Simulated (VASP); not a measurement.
Level of theory: r2SCAN meta-GGA, VASP's PBE PAW potentials (set 64) (plane waves; VASP). Each cell was relaxed at this level, without spin-orbit coupling.

### Question
Which of these comes out without a gap?
A) B, R-3m (166)
B) CuI, F-43m (216)
C) CdS, P6_3mc (186)
D) HfB2, P6/mmm (191)

### Answer
D, HfB2, P6/mmm (191). The others have gaps of 1.63 eV (CdS, P6_3mc (186)), 1.69 eV (CuI, F-43m (216)), 1.63 eV (B, R-3m (166)).
